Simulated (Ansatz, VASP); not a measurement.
# Na3Si3BO9 (sodium borosilicate glass) in two plane-wave programs, part 2 of 3

Wanted: the spread between two codes on one cell, functional and k mesh. Of the first pair: The structure shown is the start of the Ansatz relaxation below; VASP solves that cell, so the two are compared at the walk's first step.

VASP 6.6.1 and Ansatz 0.2.0.

So far: The structure; Ansatz: relaxation, r2SCAN.

### Step 3. VASP: single point, r2SCAN, start cell, pair 1

Level of this step: r2SCAN; plane waves and PAW (Na_pv, B, Si, O) (VASP).

The same cell, functional and mesh now go to VASP, with its own data sets.

Lines of VASP's logs that name or quote its potential files are left out, and so is its time.

The input, INCAR:

```
SYSTEM = Na3Si3BO9
PREC = Accurate
ENCUT = 580
EDIFF = 1E-06
NELM = 120
ISMEAR = 0
SIGMA = 0.01
LREAL = Auto
ALGO = Normal
METAGGA = R2SCAN
LASPH = .TRUE.
NBANDS = 288
LORBIT = 11
LWAVE = .FALSE.
LCHARG = .FALSE.
ISIF = 2
GGA_COMPAT = .FALSE.
EFERMI = MIDGAP
LMIXTAU = .TRUE.
NCORE = 2
```

The input, POSCAR:

```
Na3Si3BO9
1.0
   10.0139900000      0.0000000000      0.0000000000
    0.0000000000     10.5131400000      0.0000000000
    0.0000000000      0.0000000000     10.5277100000
Na B Si O
15 5 15 45
Direct
    0.5152691385      0.9809914069      0.2472522514
    0.0238865827      0.5998017719      0.6124693784
    0.6093475228      0.4244592957      0.5670653922
    0.1652388309      0.0732036290      0.4255246393
    0.3641106093      0.1908278592      0.6875759306
    0.2908031664      0.6581953631      0.4200153690
    0.4624530282      0.9802970378      0.5198661437
    0.9111053636      0.4738165762      0.1344641902
    0.1317357018      0.4695837780      0.8599780959
    0.5059022428      0.3652952401      0.9269822212
    0.6592876566      0.1326625537      0.7783459081
    0.4452271272      0.5585105877      0.1718892333
    0.2098564109      0.3270098182      0.1081146802
    0.2629721020      0.8049545616      0.7778139785
    0.6482930380      0.3663130140      0.2611679083
    0.7829846045      0.6451830757      0.8318713186
    0.1271521142      0.0213066696      0.7078462458
    0.8926212229      0.2166526842      0.0480446365
    0.8828548860      0.2377786275      0.2874699246
    0.0458258896      0.0940632390      0.1832022349
    0.4818758557      0.9351820674      0.9408218881
    0.8134619667      0.8653076055      0.4677180507
    0.3537051665      0.5095242715      0.6963812643
    0.9881475815      0.2403563540      0.6474342473
    0.8328248780      0.3832156711      0.8471262981
    0.8573106224      0.7971357748      0.2082599160
    0.9082992893      0.8704345229      0.7494127403
    0.2231777743      0.8833802270      0.1146118197
    0.7750157530      0.9801543592      0.9888190309
    0.3662975497      0.2790983474      0.3447663357
    0.7321257561      0.1417178883      0.5032243479
    0.0828441011      0.3881808860      0.4023382103
    0.1171860567      0.6775520920      0.1098339525
    0.6147000347      0.7019881786      0.3631274038
    0.5697429296      0.6506714454      0.8584962922
    0.1508190042      0.5370041681      0.0679065058
    0.9510794399      0.3590268940      0.3151302610
    0.9170869953      0.3300726519      0.9691186402
    0.8597072695      0.1543496995      0.6057632667
    0.4073101731      0.3395465104      0.4969836745
    0.7919021289      0.9340786863      0.8378840223
    0.4334236403      0.3383480102      0.2183475799
    0.2058220549      0.3177261979      0.3245245167
    0.5974741337      0.1707862732      0.5761556882
    0.8638414858      0.9041542298      0.0942465170
    0.8395554619      0.5375843944      0.8809798142
    0.7060821910      0.7484062801      0.2310189015
    0.3833337161      0.1286390175      0.3687031653
    0.4860300440      0.7939492863      0.3737090022
    0.9139114379      0.8526853062      0.3443578898
    0.9602166569      0.6842199381      0.1614976096
    0.8097271917      0.1275927078      0.9753213187
    0.0973837601      0.5354442155      0.4281177958
    0.6893356195      0.3381958197      0.8074405545
    0.5934497638      0.5521756583      0.3544740499
    0.5401243660      0.5698392678      0.9832812644
    0.2292293082      0.9936137063      0.6325402200
    0.3646198968      0.4728368499      0.5342472390
    0.3350412773      0.3854129214      0.7837221960
    0.7202224089      0.9909979321      0.4522161040
    0.7235777148      0.7378385525      0.4818046850
    0.9024774341      0.8831329175      0.5954096380
    0.8224993234      0.2521225818      0.1631218945
    0.4916421926      0.7956138699      0.8677385680
    0.3685344203      0.9263835543      0.0615708449
    0.1469044806      0.9991210999      0.1890439611
    0.0753445929      0.2906267775      0.5286904749
    0.2319754663      0.6100460947      0.7010071516
    0.8840532096      0.7178920855      0.7748788673
    0.2231178581      0.7542561024      0.2114894882
    0.0821051349      0.1463692103      0.7327139520
    0.9447782552      0.3696136454      0.7267867371
    0.0278909805      0.1592102835      0.0726558767
    0.4548636458      0.0489768043      0.8463663988
    0.1384862577      0.8000939776      0.0056992451
    0.7702324448      0.2262026378      0.3796837109
    0.9783213285      0.1252432670      0.2922572905
    0.5011888368      0.5843924841      0.7266727522
    0.0578191111      0.9236631492      0.7784123993
    0.6189940274      0.9552902368      0.0286387068
```

The input, KPOINTS:

```
Automatic mesh
0
Gamma
1 1 1
0 0 0
```

Potentials, in the order of the species: Na_pv, B, Si and O (PBE family, release 64).

On the command line:

```sh
$ mpirun -np 8 vasp_gam
```

Numbers of over 12 decimals in the logs are rounded to 6 here.

The log of the run:

```text
[banner, memory and clock lines left out]
running    8 mpi-ranks, on    1 nodes
[...]
|                                                                             |
|               ----> ADVICE to this user running VASP <----                  |
|                                                                             |
|     You enforced a specific xc type in the INCAR file but a different       |
|     [... a line on the potential file left out ...]
|     I HOPE YOU KNOW WHAT YOU ARE DOING!                                     |
|                                                                             |

 LDA part: xc-table for (None), standard interpolation
 POSCAR, INCAR and KPOINTS ok, starting setup
[...]
entering main loop
       N       E                     dE             d eps       ncg     rms          rms(c)
DAV:   1     0.685366805762E+04    0.68537E+04   -0.25543E+05   584   0.198E+03
DAV:   2     0.386922712011E+03   -0.64667E+04   -0.60934E+04   624   0.537E+02
DAV:   3    -0.792433631807E+03   -0.11794E+04   -0.11416E+04   632   0.236E+02
DAV:   4    -0.880696987191E+03   -0.88263E+02   -0.87173E+02   744   0.686E+01
[...]
DAV:  23    -0.692497411025E+03   -0.36079E-04   -0.15237E-05   624   0.124E-02    0.366E-03
DAV:  24    -0.692497433463E+03   -0.22438E-04   -0.13387E-05   592   0.103E-02    0.210E-03
DAV:  25    -0.692497434388E+03   -0.92501E-06   -0.12866E-06   464   0.392E-03
   1 F= -.69249743E+03 E0= -.69249743E+03  d E =0.000000E+00
```

Parts of OUTCAR (step 3):

```text
  Total      -26.8793557    -27.2660320    -26.5072537      3.0174091     -0.8343299      9.4576687
  in kB      -38.8558060    -39.4147710    -38.3179091      4.3618554     -1.2060765     13.6716573
  external PRESSURE =     -38.8628287 kB  Pullay stress =       0.0000000 kB

 POSITION                                       TOTAL-FORCE (eV/Angst)
 -----------------------------------------------------------------------------------
      5.15990     10.31330      2.60300        -0.025098     -0.017029      0.016301
      0.23920      6.30580      6.44790         0.033005      0.008255      0.051449
      6.10200      4.46240      5.96990        -0.119306     -0.035759     -0.008250
[...]
6.60210      1.39470      8.19420        -0.007032     -0.001929      0.009238
      4.45850      5.87170      1.80960         0.018171     -0.054324      0.014935
      2.10150      3.43790      1.13820        -0.025497      0.016300      0.029031
      2.63340      8.46260      8.18860        -0.031869      0.045683     -0.001000
      6.49200      3.85110      2.74950        -0.000727     -0.002135      0.032342
      7.84080      6.78290      8.75770         0.130485     -0.039901      0.031343
      1.27330      0.22400      7.45200         0.137092     -0.027378      0.009756
      8.93870      2.27770      0.50580        -0.025053      0.096753     -0.081183
      8.84090      2.49980      3.02640        -0.109283      0.095722      0.012040
      0.45890      0.98890      1.92870         0.055914     -0.033991     -0.000268
[...]
-----------------------------------------------------------------------------------
    total drift:                               -0.056284     -0.004604      0.092808

  FREE ENERGIE OF THE ION-ELECTRON SYSTEM (eV)
  ---------------------------------------------------
  free  energy   TOTEN  =      -692.4974343882 eV

  energy  without entropy=     -692.4974343882  energy(sigma->0) =     -692.49743439

[... 3 further parts left out ...]
[key lines of the parts left out:]
E-fermi :   2.7482
```

The run ends at a pressure of -3.89 GPa, with forces up to 0.53 eV/Å.

### Step 4. Side by side

Known differences besides the potentials themselves: VASP keeps PBE cores, Ansatz makes them for the functional; fixed occupations in Ansatz, narrow Gaussian smearing in VASP; the data sets hold 480 valence electrons in Ansatz (on its default PAW (the set named soft_2) files) and 450 in VASP; the cutoff is 500 eV in Ansatz and 580 eV in VASP (PREC = Accurate, projectors in real space). Total energies have different zeros and are not compared.

Forces on 9 of the 80 atoms, those with the largest forces and the largest differences (eV/Å; atoms numbered as in POSCAR):

| atom | Ansatz x, y, z | VASP x, y, z |
| --- | --- | --- |
| O40 | -0.144, 0.219, -0.132 | -0.095, 0.057, -0.179 |
| O49 | 0.423, -0.279, -0.059 | 0.358, -0.216, -0.048 |
| O53 | -0.007, -0.528, -0.052 | 0.007, -0.431, -0.038 |
| O58 | 0.080, -0.234, 0.168 | 0.036, -0.062, 0.204 |
| O59 | 0.082, 0.431, -0.324 | 0.077, 0.355, -0.269 |
| O61 | 0.013, 0.342, -0.398 | -0.004, 0.305, -0.399 |
| O70 | -0.264, 0.126, -0.524 | -0.235, 0.098, -0.464 |
| O74 | 0.132, -0.395, 0.298 | 0.120, -0.297, 0.215 |
| O75 | 0.160, -0.068, 0.572 | 0.140, -0.070, 0.497 |

The forces differ by 40 meV/Å r.m.s., which is 24.9 % of the r.m.s. force of 0.159 eV/Å (both taken over all components).

### Step 5. Ansatz: relaxation, r2SCAN

This run makes the geometry at which the two programs are then compared. The cell compared in this pair holds 1053.13 Å³, against 1108.34 Å³ for the pair before.

The structure compared here is the end of the Ansatz relaxation.

The input, input.yaml:

```yaml
crystal:
  lattice:
    - [10.01399, 0.0, 0.0]
    - [0.0, 10.51314, 0.0]
    - [0.0, 0.0, 10.52771]
  atoms:
    - { symbol: Na, position: [0.51527, 0.98099, 0.24725] }
    - { symbol: Na, position: [0.02389, 0.5998, 0.61247] }
    - { symbol: Na, position: [0.60935, 0.42446, 0.56707] }
    - { symbol: Na, position: [0.16524, 0.0732, 0.42552] }
    - { symbol: Na, position: [0.36411, 0.19083, 0.68758] }
    - { symbol: Na, position: [0.2908, 0.6582, 0.42002] }
    - { symbol: Na, position: [0.46245, 0.9803, 0.51987] }
    - { symbol: Na, position: [0.91111, 0.47382, 0.13446] }
    - { symbol: Na, position: [0.13174, 0.46958, 0.85998] }
    - { symbol: Na, position: [0.5059, 0.3653, 0.92698] }
    - { symbol: Na, position: [0.65929, 0.13266, 0.77835] }
    - { symbol: Na, position: [0.44523, 0.55851, 0.17189] }
    - { symbol: Na, position: [0.20986, 0.32701, 0.10811] }
    - { symbol: Na, position: [0.26297, 0.80495, 0.77781] }
    - { symbol: Na, position: [0.64829, 0.36631, 0.26117] }
    - { symbol: B, position: [0.78298, 0.64518, 0.83187] }
    - { symbol: B, position: [0.12715, 0.02131, 0.70785] }
    - { symbol: B, position: [0.89262, 0.21665, 0.04804] }
    - { symbol: B, position: [0.88285, 0.23778, 0.28747] }
    - { symbol: B, position: [0.04583, 0.09406, 0.1832] }
    - { symbol: Si, position: [0.48188, 0.93518, 0.94082] }
    - { symbol: Si, position: [0.81346, 0.86531, 0.46772] }
    - { symbol: Si, position: [0.35371, 0.50952, 0.69638] }
    - { symbol: Si, position: [0.98815, 0.24036, 0.64743] }
    - { symbol: Si, position: [0.83282, 0.38322, 0.84713] }
    - { symbol: Si, position: [0.85731, 0.79714, 0.20826] }
    - { symbol: Si, position: [0.9083, 0.87043, 0.74941] }
    - { symbol: Si, position: [0.22318, 0.88338, 0.11461] }
    - { symbol: Si, position: [0.77502, 0.98015, 0.98882] }
    - { symbol: Si, position: [0.3663, 0.2791, 0.34477] }
    - { symbol: Si, position: [0.73213, 0.14172, 0.50322] }
    - { symbol: Si, position: [0.08284, 0.38818, 0.40234] }
    - { symbol: Si, position: [0.11719, 0.67755, 0.10983] }
    - { symbol: Si, position: [0.6147, 0.70199, 0.36313] }
    - { symbol: Si, position: [0.56974, 0.65067, 0.8585] }
    - { symbol: O, position: [0.15082, 0.537, 0.06791] }
    - { symbol: O, position: [0.95108, 0.35903, 0.31513] }
    - { symbol: O, position: [0.91709, 0.33007, 0.96912] }
    - { symbol: O, position: [0.85971, 0.15435, 0.60576] }
    - { symbol: O, position: [0.40731, 0.33955, 0.49698] }
    - { symbol: O, position: [0.7919, 0.93408, 0.83788] }
    - { symbol: O, position: [0.43342, 0.33835, 0.21835] }
    - { symbol: O, position: [0.20582, 0.31773, 0.32452] }
    - { symbol: O, position: [0.59747, 0.17079, 0.57616] }
    - { symbol: O, position: [0.86384, 0.90415, 0.09425] }
    - { symbol: O, position: [0.83956, 0.53758, 0.88098] }
    - { symbol: O, position: [0.70608, 0.74841, 0.23102] }
    - { symbol: O, position: [0.38333, 0.12864, 0.3687] }
    - { symbol: O, position: [0.48603, 0.79395, 0.37371] }
    - { symbol: O, position: [0.91391, 0.85269, 0.34436] }
    - { symbol: O, position: [0.96022, 0.68422, 0.1615] }
    - { symbol: O, position: [0.80973, 0.12759, 0.97532] }
    - { symbol: O, position: [0.09738, 0.53544, 0.42812] }
    - { symbol: O, position: [0.68934, 0.3382, 0.80744] }
    - { symbol: O, position: [0.59345, 0.55218, 0.35447] }
    - { symbol: O, position: [0.54012, 0.56984, 0.98328] }
    - { symbol: O, position: [0.22923, 0.99361, 0.63254] }
    - { symbol: O, position: [0.36462, 0.47284, 0.53425] }
    - { symbol: O, position: [0.33504, 0.38541, 0.78372] }
    - { symbol: O, position: [0.72022, 0.991, 0.45222] }
    - { symbol: O, position: [0.72358, 0.73784, 0.4818] }
    - { symbol: O, position: [0.90248, 0.88313, 0.59541] }
    - { symbol: O, position: [0.8225, 0.25212, 0.16312] }
    - { symbol: O, position: [0.49164, 0.79561, 0.86774] }
    - { symbol: O, position: [0.36853, 0.92638, 0.06157] }
    - { symbol: O, position: [0.1469, 0.99912, 0.18904] }
    - { symbol: O, position: [0.07534, 0.29063, 0.52869] }
    - { symbol: O, position: [0.23198, 0.61005, 0.70101] }
    - { symbol: O, position: [0.88405, 0.71789, 0.77488] }
    - { symbol: O, position: [0.22312, 0.75426, 0.21149] }
    - { symbol: O, position: [0.08211, 0.14637, 0.73271] }
    - { symbol: O, position: [0.94478, 0.36961, 0.72679] }
    - { symbol: O, position: [0.02789, 0.15921, 0.07266] }
    - { symbol: O, position: [0.45486, 0.04898, 0.84637] }
    - { symbol: O, position: [0.13849, 0.80009, 0.0057] }
    - { symbol: O, position: [0.77023, 0.2262, 0.37968] }
    - { symbol: O, position: [0.97832, 0.12524, 0.29226] }
    - { symbol: O, position: [0.50119, 0.58439, 0.72667] }
    - { symbol: O, position: [0.05782, 0.92366, 0.77841] }
    - { symbol: O, position: [0.61899, 0.95529, 0.02864] }
kpoints:
  mp_grid: { grid: [1, 1, 1] }
hamiltonian:
  xc: r2scan
scf:
  occupations: { method: fixed }
output:
  forces: true
  stress: true
relax:
  f_tol: 0.04
  max_steps: 60
  cell: { stress_tol: 0.1, fix: [alpha, beta, gamma] }
```

On the command line:

```sh
$ ansatz run input.yaml --threads 8 --pin off --max-ram 15360MiB --backend cpu --events-out ev --progress --plain --runs-dir out
```

The log of the run:

```text
[...]
Crystal: 80 atoms, lattice volume = 1108.341 Å³
Basis set: ecut = 500 eV, 28233 PW (Γ), exchange–correlation on 300×320×320 points (64 copies of the dense FFT grid, shifted against one another)
Bands: 320, of which v1, the nominal top of the filled ones, is band 240 counted from 1 (239 counted from 0)
Symmetry: 1 space group operations
[...]
k-points: 1
[...]
- { symbol: O, position: [0.894056, 0.352492, 1.006313] }
    - { symbol: O, position: [0.868612, 0.134379, 0.613027] }
    - { symbol: O, position: [0.433885, 0.368066, 0.490876] }
    - { symbol: O, position: [0.794643, 0.938084, 0.840395] }
    - { symbol: O, position: [0.438159, 0.311569, 0.229508] }
    - { symbol: O, position: [0.204543, 0.361272, 0.345041] }
[...]
- { symbol: O, position: [0.985090, 0.137052, 0.308932] }
    - { symbol: O, position: [0.524128, 0.577529, 0.741041] }
    - { symbol: O, position: [0.057571, 0.939276, 0.762244] }
    - { symbol: O, position: [0.622802, 0.974323, 0.027293] }
[key lines of the parts left out:]
P = ⅓ Tr σ = 0.0082 GPa (0.082 kbar)
```

(Part 2 of 3 ends here.)

[Lines on the potential files, build, host, timing and source positions are cut from VASP's logs without a mark.]

[Logs are printed without paths, hosts, clocks, repeated set-up lines and the standing remarks that a program may print on its own settings, such as how far it seeks lower states.]

[Hosts, paths, dates, database ids (printed as entryN), source tags and the programs' standing remarks are cut or masked in the printed files.]
